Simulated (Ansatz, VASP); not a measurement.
# Sr6Mg23 (Sr6Mg23 (Fm-3m)) in two plane-wave programs, part 2 of 3

Wanted: the spread between two codes on one cell, functional and k mesh. Of the first pair: The structure shown is the start of the Ansatz relaxation below; VASP solves that cell, so the two are compared at the walk's first step.

VASP 6.6.1 and Ansatz 0.2.0.

So far: Starting point; Ansatz: relaxation, r2SCAN.

### 3. VASP: single point, r2SCAN, start cell, pair 1

Level of this step: r2SCAN; plane waves and PAW (Sr_sv, Mg) (VASP).

The same cell, functional, mesh and smearing now go to VASP, with its own data sets.

Lines of VASP's logs that name or quote its potential files are left out, and so is its time.

File INCAR:

```
SYSTEM = Sr6Mg23
PREC = Accurate
ENCUT = 580
EDIFF = 1E-06
NELM = 120
ISMEAR = -1
SIGMA = 0.05
LREAL = .FALSE.
ALGO = Normal
METAGGA = R2SCAN
LASPH = .TRUE.
NBANDS = 76
LORBIT = 11
LWAVE = .FALSE.
LCHARG = .FALSE.
ISIF = 2
GGA_COMPAT = .FALSE.
LMIXTAU = .TRUE.
KPAR = 4
```

File POSCAR:

```
Sr6Mg23
1.0
    0.0000000000      7.4310460000      7.4310460000
    7.4310460000      0.0000000000      7.4310460000
    7.4310460000      7.4310460000      0.0000000000
Sr Mg
6 23
Direct
    0.2067828674      0.2067828674      0.7932171326
    0.2067828674      0.7932171326      0.7932171326
    0.7932171326      0.2067828674      0.2067828674
    0.2067828674      0.7932171326      0.2067828674
    0.7932171326      0.2067828674      0.7932171326
    0.7932171326      0.7932171326      0.2067828674
    0.5000000000      0.5000000000      0.5000000000
    0.5000000000      0.5000000000      0.0000000000
    0.0000000000      0.5000000000      0.5000000000
    0.5000000000      0.0000000000      0.0000000000
    0.0000000000      0.0000000000      0.5000000000
    0.0000000000      0.5000000000      0.0000000000
    0.5000000000      0.0000000000      0.5000000000
    0.6222263326      0.1333210022      0.6222263326
    0.3777736674      0.3777736674      0.8666789978
    0.8666789978      0.3777736674      0.3777736674
    0.3777736674      0.3777736674      0.3777736674
    0.1333210022      0.6222263326      0.6222263326
    0.6222263326      0.6222263326      0.6222263326
    0.6222263326      0.6222263326      0.1333210022
    0.3777736674      0.8666789978      0.3777736674
    0.8254454353      0.5236638288      0.8254454353
    0.1745546320      0.1745546320      0.4763362385
    0.4763362385      0.1745546320      0.1745546320
    0.1745546320      0.1745546320      0.1745546320
    0.5236638288      0.8254454353      0.8254454353
    0.8254454353      0.8254454353      0.8254454353
    0.8254454353      0.8254454353      0.5236638288
    0.1745546320      0.4763362385      0.1745546320
```

File KPOINTS:

```
Automatic mesh
0
Gamma
5 5 5
0 0 0
```

PAW data sets: Sr_sv and Mg (PBE family, release 64).

The run is started by

```bash
$ mpirun -np 4 vasp_std
```

Numbers of over 12 decimals in the logs are rounded to 6 here.

The program printed:

```text
[banner, memory and clock lines left out]
running    4 mpi-ranks, on    1 nodes
 distrk:  each k-point on    1 cores,    4 groups
 distr:  one band on    1 cores,    1 groups

 POSCAR found type information on POSCAR SrMg
 POSCAR found :  2 types and      29 ions
|                                                                             |
|               ----> ADVICE to this user running VASP <----                  |
|                                                                             |
|     You have a (more or less) 'large supercell' and for larger cells it     |
|     might be more efficient to use real-space projection operators.         |
|     Therefore, try LREAL= Auto in the INCAR file.                           |
|     Mind: For very accurate calculation, you might also keep the            |
|     reciprocal projection scheme (i.e. LREAL=.FALSE.).                      |
|                                                                             |

|                                                                             |
|               ----> ADVICE to this user running VASP <----                  |
|                                                                             |
|     You enforced a specific xc type in the INCAR file but a different       |
|     [... a line on the potential file left out ...]
|     I HOPE YOU KNOW WHAT YOU ARE DOING!                                     |
|                                                                             |

 LDA part: xc-table for (None), standard interpolation
 POSCAR, INCAR and KPOINTS ok, starting setup
 FFT: planning ... GRIDC
 FFT: planning ... GRID_SOFT
 FFT: planning ... GRID
 WAVECAR not read
 entering main loop
       N       E                     dE             d eps       ncg     rms          rms(c)
DAV:   1     0.410784322625E+03    0.41078E+03   -0.43625E+04  1544   0.126E+03
DAV:   2    -0.144704074597E+03   -0.55549E+03   -0.53733E+03  1728   0.249E+02
DAV:   3    -0.204137717619E+03   -0.59434E+02   -0.58409E+02  2080   0.579E+01
DAV:   4    -0.210820728817E+03   -0.66830E+01   -0.65520E+01  2648   0.168E+01
DAV:   5    -0.211079864833E+03   -0.25914E+00   -0.25889E+00  2208   0.313E+00    0.344E+01
DAV:   6    -0.195809369409E+03    0.15270E+02   -0.22166E+01  2368   0.894E+00    0.182E+01
DAV:   7    -0.187334297352E+03    0.84751E+01   -0.58469E+00  2048   0.777E+00    0.380E+00
DAV:   8    -0.194349920207E+03   -0.70156E+01   -0.70143E+00  1884   0.667E+00    0.872E+00
DAV:   9    -0.187861281478E+03    0.64886E+01   -0.28713E+00  1592   0.530E+00    0.155E+00
DAV:  10    -0.188145776507E+03   -0.28450E+00   -0.45397E-01  1820   0.239E+00    0.209E+00
DAV:  11    -0.188221521625E+03   -0.75745E-01   -0.80451E-02  1876   0.105E+00    0.102E+00
DAV:  12    -0.188665108858E+03   -0.44359E+00   -0.84548E-01  1632   0.256E+00    0.192E+00
DAV:  13    -0.188630821870E+03    0.34287E-01   -0.44859E-02  2048   0.573E-01    0.184E+00
DAV:  14    -0.188485149033E+03    0.14567E+00   -0.45166E-02  1576   0.119E+00    0.163E+00
[...]
DAV:  24    -0.188500392889E+03    0.59172E-04   -0.13265E-04  1840   0.414E-02    0.330E-02
DAV:  25    -0.188500361358E+03    0.31531E-04   -0.19328E-04  1712   0.422E-02    0.230E-02
DAV:  26    -0.188500372624E+03   -0.11266E-04   -0.57207E-05  1612   0.333E-02    0.107E-02
DAV:  27    -0.188500377572E+03   -0.49475E-05   -0.14230E-05  1624   0.185E-02    0.170E-02
DAV:  28    -0.188500382828E+03   -0.52559E-05   -0.12837E-05  1572   0.186E-02    0.241E-02
DAV:  29    -0.188500385979E+03   -0.31516E-05   -0.20167E-06  1192   0.670E-03    0.152E-02
DAV:  30    -0.188500387821E+03   -0.18414E-05   -0.79853E-07  1012   0.416E-03    0.511E-03
DAV:  31    -0.188500388671E+03   -0.85040E-06   -0.47719E-07   888   0.316E-03
   1 F= -.18850039E+03 E0= -.18842273E+03  d E =-.155320E+00
```

Parts of OUTCAR (step 3):

```text
ion  position               nearest neighbor table
   1  0.207  0.207  0.793-  14 3.61  15 3.61  17 3.61  18 3.61  23 3.70  22 3.70  26 3.70  25 3.70
                             9 3.77  10 3.77  12 3.77  13 3.77   2 4.35   3 4.35   4 4.35   5 4.35
   2  0.207  0.793  0.793-  15 3.61  18 3.61  19 3.61  21 3.61  27 3.70  23 3.70  29 3.70  26 3.70
                             8 3.77  11 3.77  12 3.77  13 3.77   1 4.35   4 4.35   5 4.35   6 4.35
   3  0.793  0.207  0.207-  14 3.61  16 3.61  17 3.61  20 3.61  24 3.70  22 3.70  28 3.70  25 3.70
                             8 3.77  11 3.77  12 3.77  13 3.77   1 4.35   4 4.35   5 4.35   6 4.35
   4  0.207  0.793  0.207-  17 3.61  18 3.61  20 3.61  21 3.61  29 3.70  28 3.70  26 3.70  25 3.70
                             8 3.77   9 3.77  10 3.77  11 3.77   1 4.35   2 4.35   3 4.35   6 4.35
   5  0.793  0.207  0.793-  14 3.61  15 3.61  16 3.61  19 3.61  27 3.70  24 3.70  23 3.70  22 3.70
                             8 3.77   9 3.77  10 3.77  11 3.77   1 4.35   2 4.35   3 4.35   6 4.35
   6  0.793  0.793  0.207-  16 3.61  19 3.61  20 3.61  21 3.61  27 3.70  24 3.70  29 3.70  28 3.70
                             9 3.77  10 3.77  12 3.77  13 3.77   2 4.35   3 4.35   4 4.35   5 4.35
   7  0.500  0.500  0.500-  17 3.15  19 3.15  16 3.15  14 3.15  18 3.15  15 3.15  20 3.15  21 3.15
                             3 4.36   4 4.36   5 4.36   6 4.36   1 4.36   2 4.36
   8  0.500  0.500  0.000-  24 3.04  29 3.04  26 3.04  22 3.04  15 3.24  17 3.24  19 3.24  20 3.24
                             2 3.77   3 3.77   4 3.77   5 3.77
   9  0.000  0.500  0.500-  23 3.04  29 3.04  22 3.04  28 3.04  16 3.24  17 3.24  18 3.24  19 3.24
                             1 3.77   4 3.77   5 3.77   6 3.77
  10  0.500  0.000  0.000-  26 3.04  27 3.04  25 3.04  24 3.04  14 3.24  15 3.24  20 3.24  21 3.24
                             1 3.77   4 3.77   5 3.77   6 3.77
  11  0.000  0.000  0.500-  28 3.04  27 3.04  25 3.04  23 3.04  14 3.24  16 3.24  18 3.24  21 3.24
                             2 3.77   3 3.77   4 3.77   5 3.77
  12  0.000  0.500  0.000-  22 3.04  27 3.04  25 3.04  29 3.04  15 3.24  16 3.24  18 3.24  20 3.24
                             1 3.77   2 3.77   3 3.77   6 3.77
  13  0.500  0.000  0.500-  23 3.04  24 3.04  26 3.04  28 3.04  14 3.24  17 3.24  19 3.24  21 3.24
                             1 3.77   2 3.77   3 3.77   6 3.77
  14  0.622  0.133  0.622-   7 3.15  26 3.21  28 3.21  27 3.21  10 3.24  11 3.24  13 3.24   3 3.61
                             5 3.61   1 3.61  15 3.63  16 3.63  17 3.63
  15  0.378  0.378  0.867-   7 3.15  25 3.21  24 3.21  29 3.21   8 3.24  10 3.24  12 3.24   2 3.61
                             5 3.61   1 3.61  14 3.63  18 3.63  19 3.63
  16  0.867  0.378  0.378-   7 3.15  25 3.21  23 3.21  29 3.21   9 3.24  11 3.24  12 3.24   5 3.61
                             6 3.61   3 3.61  14 3.63  19 3.63  20 3.63
  17  0.378  0.378  0.378-   7 3.15  23 3.21  24 3.21  29 3.21   8 3.24   9 3.24  13 3.24   3 3.61
                             4 3.61   1 3.61  14 3.63  18 3.63  20 3.63
  18  0.133  0.622  0.622-   7 3.15  22 3.21  28 3.21  27 3.21   9 3.24  11 3.24  12 3.24   2 3.61
                             4 3.61   1 3.61  15 3.63  17 3.63  21 3.63
  19  0.622  0.622  0.622-   7 3.15  22 3.21  26 3.21  28 3.21   8 3.24   9 3.24  13 3.24   5 3.61
                             6 3.61   2 3.61  15 3.63  16 3.63  21 3.63
  20  0.622  0.622  0.133-   7 3.15  22 3.21  26 3.21  27 3.21   8 3.24  10 3.24  12 3.24   4 3.61
                             6 3.61   3 3.61  16 3.63  17 3.63  21 3.63
  21  0.378  0.867  0.378-   7 3.15  25 3.21  24 3.21  23 3.21  10 3.24  11 3.24  13 3.24   4 3.61
                             6 3.61   2 3.61  18 3.63  19 3.63  20 3.63
  22  0.825  0.524  0.825-  12 3.04   9 3.04   8 3.04  26 3.17  27 3.17  28 3.17  20 3.21  18 3.21
                            19 3.21   3 3.70   1 3.70   5 3.70
  23  0.175  0.175  0.476-   9 3.04  13 3.04  11 3.04  24 3.17  25 3.17  29 3.17  17 3.21  21 3.21
                            16 3.21   1 3.70   5 3.70   2 3.70
  24  0.476  0.175  0.175-   8 3.04  13 3.04  10 3.04  23 3.17  25 3.17  29 3.17  17 3.21  21 3.21
                            15 3.21   3 3.70   6 3.70   5 3.70
  25  0.175  0.175  0.175-  10 3.04  11 3.04  12 3.04  23 3.17  24 3.17  29 3.17  15 3.21  16 3.21
                            21 3.21   1 3.70   4 3.70   3 3.70
  26  0.524  0.825  0.825-  10 3.04   8 3.04  13 3.04  22 3.17  27 3.17  28 3.17  20 3.21  14 3.21
                            19 3.21   4 3.70   1 3.70   2 3.70
  27  0.825  0.825  0.825-  10 3.04  11 3.04  12 3.04  22 3.17  26 3.17  28 3.17  14 3.21  18 3.21
                            20 3.21   2 3.70   5 3.70   6 3.70
  28  0.825  0.825  0.524-  11 3.04   9 3.04  13 3.04  22 3.17  26 3.17  27 3.17  18 3.21  14 3.21
                            19 3.21   4 3.70   3 3.70   6 3.70
  29  0.175  0.476  0.175-   8 3.04   9 3.04  12 3.04  23 3.17  24 3.17  25 3.17  17 3.21  15 3.21
                            16 3.21   4 3.70   6 3.70   2 3.70

  LATTYP: Found a face centered cubic cell.
 ALAT       =    14.8620920000

 Subroutine GETGRP returns: Found 48 space group operations
 (whereof 48 operations were pure point group operations)

The static configuration has the point symmetry O_h .

 Found     10 irreducible k-points:

   k-points           NKPTS =     10   k-points in BZ     NKDIM =     10   number of bands    NBANDS=     76

   dimension x,y,z NGX =    84 NGY =   84 NGZ =   84
   dimension x,y,z NGXF=   168 NGYF=  168 NGZF=  168

   ENCUT  =  580.0 eV  42.63 Ry    6.53 a.u.  20.64 20.64 20.64*2*pi/ulx,y,z

   NELECT =     106.0000    total number of electrons

 k-points in reciprocal lattice and weights: Automatic mesh
   0.00000000  0.00000000  0.00000000       0.008
   0.20000000  0.00000000  0.00000000       0.064
   0.40000000  0.00000000  0.00000000       0.064
   0.20000000  0.20000000  0.00000000       0.048
   0.40000000  0.20000000  0.00000000       0.192
  -0.40000000  0.20000000  0.00000000       0.192
  -0.20000000  0.20000000  0.00000000       0.096
   0.40000000  0.40000000  0.00000000       0.048
  -0.40000000  0.40000000  0.00000000       0.096
  -0.40000000  0.40000000  0.20000000       0.192

 average (electrostatic) potential at core
       1 -44.2448       2 -44.2448       3 -44.2448       4 -44.2448       5 -44.2448
       6 -44.2448       7 -43.0051       8 -42.6901       9 -42.6901      10 -42.6901
      11 -42.6901      12 -42.6901      13 -42.6901      14 -42.9614      15 -42.9614
      16 -42.9614      17 -42.9614      18 -42.9614      19 -42.9614      20 -42.9614
      21 -42.9614      22 -42.5929      23 -42.5929      24 -42.5929      25 -42.5929
      26 -42.5929      27 -42.5929      28 -42.5929      29 -42.5929

 E-fermi :   2.1956

 k-point     1 :       0.0000    0.0000    0.0000
  band No.  band energies     occupation
    ...
     47       1.5448      2.00000
     48       1.5448      2.00000
     49       1.8201      1.99891
     50       1.9634      1.98096
     51       1.9634      1.98096
     52       2.3045      0.20353
     53       2.6405      0.00027
     54       2.6405      0.00027
     55       2.6405      0.00027
     56       2.7434      0.00003
    ...

 k-point     2 :       0.2000    0.0000    0.0000
  band No.  band energies     occupation
    ...
     48       1.5719      1.99999
     49       1.8034      1.99922
     50       1.8034      1.99922
     51       1.8046      1.99920
     52       2.1274      1.59303
     53       2.3903      0.03992
     54       2.3903      0.03992
     55       2.4216      0.02157
     56       2.5106      0.00367
     57       2.7783      0.00002
    ...

 k-point     3 :       0.4000    0.0000    0.0000
  band No.  band energies     occupation
    ...
     49       1.6915      1.99992
     50       1.8336      1.99857
     51       1.9387      1.98834
     52       1.9387      1.98834
     53       2.2166      0.79273
     54       2.2922      0.25332
     55       2.2922      0.25332
     56       2.3347      0.11660
     57       2.6988      0.00009
     58       2.6988      0.00009
    ...

  Total        0.2603613      0.2603613      0.2603613      0.0000000      0.0000000     -0.0000000
  in kB        0.5082849      0.5082849      0.5082849      0.0000000      0.0000000     -0.0000000
  external PRESSURE =       0.5082849 kB  Pullay stress =       0.0000000 kB

  energy-cutoff  :      580.00
  volume of cell :      820.69
      direct lattice vectors                 reciprocal lattice vectors
     0.000000000  7.431046000  7.431046000    -0.067285279  0.067285279  0.067285279
     7.431046000  0.000000000  7.431046000     0.067285279 -0.067285279  0.067285279
     7.431046000  7.431046000  0.000000000     0.067285279  0.067285279 -0.067285279

 POSITION                                       TOTAL-FORCE (eV/Angst)
 -----------------------------------------------------------------------------------
      7.43105      7.43105      3.07323        -0.000000     -0.000000      0.005667
     11.78887      7.43105      7.43105        -0.005667     -0.000000      0.000000
      3.07323      7.43105      7.43105         0.005667     -0.000000      0.000000
      7.43105      3.07323      7.43105        -0.000000      0.005667      0.000000
      7.43105     11.78887      7.43105        -0.000000     -0.005667      0.000000
      7.43105      7.43105     11.78887        -0.000000     -0.000000     -0.005667
      7.43105      7.43105      7.43105        -0.000000     -0.000000      0.000000
      3.71552      3.71552      7.43105        -0.000000     -0.000000      0.000000
      7.43105      3.71552      3.71552        -0.000000     -0.000000      0.000000
      0.00000      3.71552      3.71552        -0.000000     -0.000000      0.000000
      3.71552      3.71552      0.00000        -0.000000     -0.000000      0.000000
      3.71552      0.00000      3.71552        -0.000000     -0.000000      0.000000
      3.71552      7.43105      3.71552        -0.000000     -0.000000      0.000000
      5.61451      9.24758      5.61451         0.001027     -0.001027      0.001027
      9.24758      9.24758      5.61451        -0.001027     -0.001027      0.001027
      5.61451      9.24758      9.24758         0.001027     -0.001027     -0.001027
      5.61451      5.61451      5.61451         0.001027      0.001027      0.001027
      9.24758      5.61451      5.61451        -0.001027      0.001027      0.001027
      9.24758      9.24758      9.24758        -0.001027     -0.001027     -0.001027
      5.61451      5.61451      9.24758         0.001027      0.001027     -0.001027
      9.24758      5.61451      9.24758        -0.001027      0.001027     -0.001027
     10.02529     12.26785     10.02529         0.047978     -0.047978      0.047978
      4.83680      4.83680      2.59425        -0.047978     -0.047978      0.047978
      2.59425      4.83680      4.83680         0.047978     -0.047978     -0.047978
      2.59425      2.59425      2.59425         0.047978      0.047978      0.047978
     12.26785     10.02529     10.02529        -0.047978      0.047978      0.047978
     12.26785     12.26785     12.26785        -0.047978     -0.047978     -0.047978
     10.02529     10.02529     12.26785         0.047978      0.047978     -0.047978
      4.83680      2.59425      4.83680        -0.047978      0.047978     -0.047978
 -----------------------------------------------------------------------------------
    total drift:                                0.000055      0.000055      0.000055

  FREE ENERGIE OF THE ION-ELECTRON SYSTEM (eV)
  ---------------------------------------------------
  free  energy   TOTEN  =      -188.5003886711 eV

  energy  without entropy=     -188.3450687562  energy(sigma->0) =     -188.42272871

 total charge
# of ion       s       p       d       tot
------------------------------------------
    1        2.028   5.849   0.169   8.045
    2        2.028   5.849   0.169   8.045
    3        2.028   5.849   0.169   8.045
    4        2.028   5.849   0.169   8.045
    5        2.028   5.849   0.169   8.045
    6        2.028   5.849   0.169   8.045
    7        0.185   0.128   0.007   0.320
    8        0.202   0.134   0.008   0.345
    9        0.202   0.134   0.008   0.345
   10        0.202   0.134   0.008   0.345
   11        0.202   0.134   0.008   0.345
   12        0.202   0.134   0.008   0.345
   13        0.202   0.134   0.008   0.345
   14        0.198   0.119   0.008   0.325
   15        0.198   0.119   0.008   0.325
   16        0.198   0.119   0.008   0.325
   17        0.198   0.119   0.008   0.325
   18        0.198   0.119   0.008   0.325
   19        0.198   0.119   0.008   0.325
   20        0.198   0.119   0.008   0.325
   21        0.198   0.119   0.008   0.325
   22        0.208   0.136   0.009   0.353
   23        0.208   0.136   0.009   0.353
   24        0.208   0.136   0.009   0.353
   25        0.208   0.136   0.009   0.353
   26        0.208   0.136   0.009   0.353
   27        0.208   0.136   0.009   0.353
   28        0.208   0.136   0.009   0.353
   29        0.208   0.136   0.009   0.353
--------------------------------------------------
tot         16.812  38.061   1.207  56.079

[... 3 further parts left out ...]
```

The run ends at a pressure of 0.05 GPa, with forces up to 0.083 eV/Å.

### 4. Differences

Known differences besides the potentials themselves: VASP keeps PBE cores, Ansatz makes them for the functional; the data sets hold 290 valence electrons in Ansatz (on its default PAW (the set named soft_2) files) and 106 in VASP; the cutoff is 500 eV in Ansatz and 580 eV in VASP. Total energies have different zeros and are not compared.

Forces on 7 of the 29 atoms, those with the largest forces and the largest differences (eV/Å; atoms numbered as in POSCAR):

| atom | Ansatz x, y, z | VASP x, y, z |
| --- | --- | --- |
| Mg22 | 0.041, -0.041, 0.041 | 0.048, -0.048, 0.048 |
| Mg24 | 0.041, -0.041, -0.041 | 0.048, -0.048, -0.048 |
| Mg25 | 0.041, 0.041, 0.041 | 0.048, 0.048, 0.048 |
| Mg26 | -0.041, 0.041, 0.041 | -0.048, 0.048, 0.048 |
| Mg27 | -0.041, -0.041, -0.041 | -0.048, -0.048, -0.048 |
| Mg28 | 0.041, 0.041, -0.041 | 0.048, 0.048, -0.048 |
| Mg29 | -0.041, 0.041, -0.041 | -0.048, 0.048, -0.048 |

The forces differ by 5.0 meV/Å r.m.s., which is 19.9 % of the r.m.s. force of 0.025 eV/Å (both taken over all components).

(Continued in part 3 of 3.)

[Lines on the potential files, build, host, timing and source positions are cut from VASP's logs without a mark.]

[Logs are printed without paths, hosts, clocks, repeated set-up lines and the standing remarks that a program may print on its own settings, such as how far it seeks lower states.]

[Hosts, paths, dates, database ids (printed as entryN), source tags and the programs' standing remarks are cut or masked in the printed files.]
